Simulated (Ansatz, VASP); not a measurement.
# ZnS in two plane-wave programs, part 2 of 2

Aim: how closely do two programs agree when they are given the same cell, functional and k mesh? The cell is taken from a series of runs on this material, whose earlier steps may have relaxed, scaled, displaced or heated it; both programs get it as it stands.

VASP 6.6.1 and Ansatz 0.2.0.

So far. Step 2 (VASP: single point, HSE06): The run ends at a pressure of 9.01 GPa.

### Step 3. Ansatz: single point, HSE06

Level of this step: Ansatz beside VASP: Kohn-Sham DFT, plane waves, HSE06 (Ansatz).

Ansatz runs on its PAW soft_1 files.

The same cell, functional, mesh and smearing now go to Ansatz.

input.yaml reads:

```yaml
crystal:
  lattice:
    - [0.0, 2.6236258659, 2.6236258659]
    - [2.6236258659, 0.0, 2.6236258659]
    - [2.6236258659, 2.6236258659, 0.0]
  atoms:
    - { symbol: Zn, position: [0.0, 0.0, 0.0] }
    - { symbol: S, position: [0.75, 0.75, 0.75] }
kpoints:
  mp_grid: { grid: [6, 6, 6] }
scf:
  occupations: { method: fermi_dirac, width: 0.02 }
hamiltonian:
  xc: hse06
  pseudopotentials: { kind: paw, azcp: { folder: soft_1 } }
basis:
  ecutwfc: 600
output:
  forces: true
  stress: true
  write_density: true
  write_potential: true
  elf: true
  volumetric_format: npy
```

On the command line:

```sh
$ ansatz run input.yaml --threads 8 --pin off --max-ram 18432MiB --backend cpu --events-out ev --progress --plain --runs-dir out
```

Numbers of over 12 decimals in the logs are rounded to 6 here.

What it wrote:

```text
Warning: output.stress: scf.convergence.dr2_threshold = 1e-7 eV (the SCF's general default) is looser than the 2e-10 eV advised for a printed stress (1e-10 eV for each atom of the cell: 2). What an SCF threshold leaves in a stress goes as its square root, and in the free energy as the threshold itself, and one threshold admits the most on a small cell: [figures from the program's tests cut] Set scf.convergence.dr2_threshold to 2e-10 eV or tighter. The threshold is an SCF's pass mark: one that does not reach it within its budget of iterations ends unconverged, or closes short of it on a stop that the run arms, and scf.convergence.dr2_threshold's page says what that costs each kind of run
Warning: output.stress: scf.exx.energy_threshold = 1e-6 eV is looser than the 2e-8 eV advised for a stress under a hybrid functional (1e-8 eV for each atom of the cell: 2). Every SCF of the exchange loop can meet its threshold on dr2 while the loop round them stops early: no threshold on dr2 bounds what that leaves in the stress. Set scf.exx.energy_threshold to 2e-8 eV or tighter. The threshold is the loop's pass mark: a loop that does not reach it within its budget of cycles ends unconverged, and scf.exx.energy_threshold's page has the law
Engine: ansatz 0.2.0, aarch64-unknown-linux-gnu
Pseudopotentials: kind: paw
Pseudopotential: Zn, paw, valence charge 12, recommended cutoff 420 eV (normal), soft_1/Zn.paw.azcp
Pseudopotential: S, paw, valence charge 6, recommended cutoff 420 eV (normal), soft_1/S.paw.azcp
Functional definition: HSE06
  parameter a = 0.25
  parameter omega = 0.11/bohr
  exchange = pbe_x - a*pbe_x_sr(omega) + a*exact_x_sr(omega)
  correlation = pbe_c
Crystal: 2 atoms, lattice volume = 36.119 Å³
Basis set: ecut = 600 eV, 1243 PW (Γ), exchange–correlation on 60×60×60 points (8 copies of the dense FFT grid, shifted against one another)
Bands: 13, of which v1, the nominal top of the filled ones, is band 9 counted from 1 (8 counted from 0)
Symmetry: 24 space group operations
Space group: F-43m (ITA 216), of the structure as read, at distance tolerance 3.3e-5 Å
k-points: 16 of 216 (time reversal used)
Non-local potential: Zn, projectors of the file, l = 0: 2, l = 1: 2, l = 2: 3, l = 3: 1
Non-local potential: S, projectors of the file, l = 0: 2, l = 1: 2, l = 2: 1
PAW form: soft (Blöchl's): semilocal exchange-correlation on the pseudo side does not see the compensation charge
PAW frozen core: Zn, regenerated for the run's functional, and the local potential with it (the file was generated under x = pbe(κ = 0.804, μ = 0.219515), c = pbe(β = 0.066725))
PAW frozen core: S, regenerated for the run's functional, and the local potential with it (the file was generated under x = pbe(κ = 0.804, μ = 0.219515), c = pbe(β = 0.066725))
PAW one-centre angular grid: Zn, 590 points (default); XC on 64 Gauss nodes
PAW one-centre angular grid: S, 110 points (default); XC on 64 Gauss nodes
Initial density: superposition of atomic densities (chi_scale 0.1, normalization cell, long waves kept (reshape's long-wave potential 0.00 eV rms))
Initial wavefunctions: pseudopotential atomic-orbital guess
Functional: x = pbe(κ = 0.804, μ = 0.219515), c = pbe(β = 0.066725), warm-up for x = pbe(κ = 0.804, μ = 0.219515) + 0.25 (exact − pbe) at short range (hse, ω = 0.207870 Å⁻¹), c = pbe(β = 0.066725); HSE06 as pw.x's `hse` composes it (authors' and Libxc's form: `xc: wpbeh`)
SCF iter   1: F=—  HF=-4222.672496 eV  |F-HF|=—  |Δ(HF+E_count)|=         —  Δρ=4.49e-2  dr2=4.44e-1  ethr=1.00e-1  ⟨swp⟩=7.1  Hψ=776  notcnv=0
preconditioner: auto → none  [insulator: Δε(μ)=2.717 eV  Ē_g=12.989 eV  σ=0.020 eV  W_gap=1.00  n_scr=14 (ndim 8)  ℏωp=26.2 eV  f_vac=0.000  D(μ)=0.00/eV (n_scr^D=0)]
SCF iter   2: F=—  HF=-4222.634374 eV  |F-HF|=—  |Δ(HF+E_count)|=   3.81e-2  Δρ=1.69e-2  dr2=5.64e-2  ethr=2.47e-3  ⟨swp⟩=4.0  Hψ=618  notcnv=0
SCF iter   3: F=—  HF=-4222.625281 eV  |F-HF|=—  |Δ(HF+E_count)|=   9.09e-3  Δρ=1.21e-2  dr2=2.64e-2  ethr=3.13e-4  ⟨swp⟩=4.1  Hψ=668  notcnv=0  defer=1
iter 4 solved again at ethr=7.17e-6 eV; its pass at ethr=1.47e-4 eV (dr2=1.29e-3 eV) is discarded
SCF iter   4: F=—  HF=-4222.620071 eV  |F-HF|=—  |Δ(HF+E_count)|=   5.21e-3  Δρ=2.61e-3  dr2=1.47e-3  ethr=7.17e-6  ⟨swp⟩=4.6  Hψ=1146  notcnv=0
SCF iter   5: F=-4222.620216 eV  HF=-4222.620227 eV  |F-HF|=1.02e-5  |Δ(HF+E_count)|=   1.55e-4  Δρ=8.56e-4  dr2=1.50e-4  ethr=7.17e-6  ⟨swp⟩=2.1  Hψ=415  notcnv=0
SCF 1 stopped early in 5 iterations: F = -4222.620216 eV  dr2 = 1.50e-4
  greatest PAW one-centre occupation: 0.982 electrons in one spin orbital (limit 2), on the Zn atom at site 0 (counted from 0), in its partial waves of l = 2
Initial density: handed on by an earlier stage of this run
Initial wavefunctions: those handed on with the density
Functional: x = pbe(κ = 0.804, μ = 0.219515) + 0.25 (exact − pbe) at short range (hse, ω = 0.207870 Å⁻¹), c = pbe(β = 0.066725); HSE06 as pw.x's `hse` composes it (authors' and Libxc's form: `xc: wpbeh`)
Exchange kernel: α = 0.2500, screened, ω = 0.2079 Å⁻¹, Wigner–Seitz truncation, v(0) = 1046.0984 eV·Å³, q-mesh 6×6×6, nearest image of the exchange supercell L = 22.26 Å, pair-density grid 18×18×18, without the augmentation charges, whose exchange is taken in its separable form by FFT convolution over the k-point mesh (sized by the pseudopotential files, 25×25×25 at the most), smooth part of the exact exchange by density-matrix convolution
Frozen-core exchange: fock
SCF iter   1: F=—  HF=-4223.339909 eV  |F-HF|=—  |Δ(HF+E_count)|=         —  Δρ=2.45e-2  dr2=1.12e-1  ethr=8.32e-6  ⟨swp⟩=6.1  Hψ=1093  notcnv=0
preconditioner: auto → none  [insulator: Δε(μ)=3.745 eV  Ē_g=15.315 eV  σ=0.020 eV  W_gap=1.00  n_scr=14 (ndim 8)  ℏωp=26.2 eV  f_vac=0.013  D(μ)=0.00/eV (n_scr^D=0)]
SCF iter   2: F=—  HF=-4223.307701 eV  |F-HF|=—  |Δ(HF+E_count)|=   3.22e-2  Δρ=4.70e-3  dr2=6.43e-3  ethr=8.32e-6  ⟨swp⟩=5.0  Hψ=907  notcnv=0
SCF iter   3: F=—  HF=-4223.314723 eV  |F-HF|=—  |Δ(HF+E_count)|=   7.02e-3  Δρ=3.78e-3  dr2=2.62e-3  ethr=8.32e-6  ⟨swp⟩=4.5  Hψ=775  notcnv=0
SCF iter   4: F=—  HF=-4223.314662 eV  |F-HF|=—  |Δ(HF+E_count)|=   6.11e-5  Δρ=1.88e-3  dr2=8.40e-4  ethr=8.32e-6  ⟨swp⟩=2.0  Hψ=360  notcnv=0
SCF iter   5: F=—  HF=-4223.314722 eV  |F-HF|=—  |Δ(HF+E_count)|=   5.97e-5  Δρ=7.45e-5  dr2=3.83e-5  ethr=3.24e-6  ⟨swp⟩=2.2  Hψ=401  notcnv=0
SCF iter   6: F=—  HF=-4223.315233 eV  |F-HF|=—  |Δ(HF+E_count)|=   5.11e-4  Δρ=5.42e-4  dr2=5.07e-5  ethr=6.21e-9  ⟨swp⟩=5.6  Hψ=930  notcnv=0
SCF iter   7: F=-4223.315201 eV  HF=-4223.315202 eV  |F-HF|=5.02e-7  |Δ(HF+E_count)|=   3.07e-5  Δρ=5.91e-5  dr2=9.49e-7  ethr=6.21e-9  ⟨swp⟩=5.0  Hψ=765  notcnv=0
SCF 2 stopped early in 7 iterations: F = -4223.315201 eV  dr2 = 9.49e-7
  greatest PAW one-centre occupation: 0.984 electrons in one spin orbital (limit 2), on the Zn atom at site 0 (counted from 0), in its partial waves of l = 2
hybrid outer 1: dexx = +9.757e-3 eV, tail = 4.03e-5 eV
Exchange kernel: α = 0.2500, screened, ω = 0.2079 Å⁻¹, Wigner–Seitz truncation, v(0) = 1046.0984 eV·Å³, q-mesh 6×6×6, nearest image of the exchange supercell L = 22.26 Å, pair-density grid 18×18×18, without the augmentation charges, whose exchange is taken in its separable form by FFT convolution over the k-point mesh (sized by the pseudopotential files, 25×25×25 at the most), smooth part of the exact exchange by density-matrix convolution
Frozen-core exchange: fock
SCF iter   1: F=—  HF=-4223.314660 eV  |F-HF|=—  |Δ(HF+E_count)|=         —  Δρ=1.00e-4  dr2=2.38e-6  ethr=1.12e-6  ⟨swp⟩=3.1  Hψ=451  notcnv=0
preconditioner: auto → none  [insulator: Δε(μ)=3.756 eV  Ē_g=15.030 eV  σ=0.020 eV  W_gap=1.00  n_scr=14 (ndim 8)  ℏωp=26.2 eV  f_vac=0.017  D(μ)=0.00/eV (n_scr^D=0)]
SCF iter   2: F=—  HF=-4223.314661 eV  |F-HF|=—  |Δ(HF+E_count)|=   6.54e-8  Δρ=2.09e-5  dr2=1.89e-7  ethr=1.21e-8  ⟨swp⟩=4.1  Hψ=563  notcnv=0
SCF iter   3: F=—  HF=-4223.314661 eV  |F-HF|=—  |Δ(HF+E_count)|=   7.61e-7  Δρ=6.87e-6  dr2=9.93e-9  ethr=4.29e-10  ⟨swp⟩=4.1  Hψ=681  notcnv=0
SCF iter   4: F=-4223.314661 eV  HF=-4223.314661 eV  |F-HF|=3.18e-11  |Δ(HF+E_count)|=   3.64e-9  Δρ=1.16e-6  dr2=1.90e-9  ethr=4.58e-11  ⟨swp⟩=2.6  Hψ=430  notcnv=0
SCF 3 converged in 4 iterations: F = -4223.314661 eV  dr2 = 1.90e-9
  Residual-converged pass: ⟨swp⟩=3.7  Hψ=511  notcnv=0  max |occ|·‖R‖ = 2.4e-6 eV (tolerance 2.4e-6 eV)  dr2=1.95e-9  dr2_onsite=1.97e-10  max |Δocc| = 0.0e0
hybrid outer 2: dexx = +7.651e-7 eV, tail = 1.40e-8 eV, Δε = 5.48e-3 eV (about 1.50e-4 eV left of the loop's levels)
hybrid SCF converged: 2 outer / 11 inner (+5 warm-up), last move |dexx| = 7.65e-7 eV, tail = 1.40e-8 eV
Stability not checked: this state was not tested for a lower state beside it, because the functional holds exact exchange (a hybrid, or Hartree-Fock), whose exchange loop this test does not read (fock_operator; see scf.lower_state_search)
Free energy (F): -4223.314661 eV
Frozen-core exchange: fock
Harris-Foulkes:  -4223.314661 eV  (|F-HF|=3.18e-11)
Internal energy: -4223.314661 eV  (E = F + TS)
E sigma→0 (E₀):  -4223.314661 eV
Fermi energy:    8.111488 eV
--- Per-component energies (eV) ---
  E_band       = -11.807752
  E_kinetic    = 254.846050
  E_local      = -2222.847694  (includes V_loc(G=0)·N_el)
  E_nonlocal   = 862.434219
  E_hartree    = 852.630634
  E_xc         = -135.332292
  E_vxc        = -108.728513  (∫ρ·V_xc dr)
  E_exx        = -53.429213  (= α·E_x^exact, valence–valence)
  E_paw        = -2491.342895  (= ΣΔE_a)
  E_vpaw       = -395.913318  (= ΣTr[D̂ρ^β])
  E_aug_tail   = 0.000011  (compensation charges beyond the density's cutoff)
  E_ewald      = -1290.820805
  E_core_change = 0.547321  (= ΣΔE_core)
  E_smearing   = -0.000000  (= −TS)
  E_closure    = 0.000002  (closes the sum)
  Σ components = -4223.314661   (vs F -4223.314661, Δ=0.00e0)
--- Forces (eV/Å), atoms counted from 1 ---
  atom   1  Zn    -0.00000000    -0.00000000    -0.00000000
  atom   2  S      0.00000000    -0.00000000    -0.00000000
  max |Σ_I F_I| component: 2.02e-17 eV/Å
--- Stress (GPa, compression-positive) ---
        9.329303       0.000000       0.000000
        0.000000       9.329303       0.000000
       -0.000000       0.000000       9.329303
  P = ⅓ Tr σ = 9.3293 GPa (93.293 kbar)
--- Band table (eV; the first three rows and the last of 16) ---
  k-point 0: bands = [... 5 lower, -1.4889, 6.2220, 6.2220, 6.2220, 9.9790, 13.8438]
  k-point 1: bands = [... 5 lower, -1.4915, 4.3287, 5.9205, 5.9205, 11.0606, 13.9486]
  k-point 2: bands = [... 5 lower, -1.4773, 1.5834, 5.3990, 5.3990, 11.1324, 14.5294]
  k-point 15: bands = [... 5 lower, -0.9924, 0.8719, 3.0126, 3.0387, 12.0376, 13.0758]
  guard bands above this table: 2 of the run's 13 bands. The solve was not asked for them (output.publish_guard_bands: true or output.eigenvalues: true publishes all)
```

In the SCF lines HF is the Harris–Foulkes energy and dr2 the Hartree energy of the density residual, in eV; the loop may stop once dr2 is under the threshold and the program's other checks hold. Hψ counts applications of the Hamiltonian.

The run ends at a pressure of 9.33 GPa.

### Step 4. Side by side

Known differences besides the potentials themselves: exact exchange at q = 0 is treated differently, which shows on coarse meshes; VASP keeps PBE cores, Ansatz makes them for the functional; the cutoff is 600 eV in Ansatz and 400 eV in VASP; VASP takes a coarser grid for exact exchange (PRECFOCK = Fast). Total energies have different zeros and are not compared.

The two programs side by side:

```
              quantity  Ansatz   VASP  difference
        pressure (GPa)    9.33   9.01       +0.32
gap on the k mesh (eV)   3.757  3.752      +0.005
```

A gap on the mesh is an upper bound, since the band edges may lie between its points.

### Step 5. Outcome

```json
{"difference in gap on the k mesh (single point, HSE06)": "0.0049 eV"}
```

The difference in gap on the k mesh is 0.0049 eV (single point, HSE06), within the 0.08 eV picked in this series as the mark of a large difference. Such differences can come from data sets, numerical settings and the points named under the comparisons, not from the functional's error against experiment.

[Lines on the potential files, build, host, timing and source positions are cut from VASP's logs without a mark.]

[Logs are printed without paths, hosts, clocks, repeated set-up lines and the standing remarks that a program may print on its own settings, such as how far it seeks lower states.]

[Hosts, paths, dates, database ids (printed as entryN), source tags and the programs' standing remarks are cut or masked in the printed files.]
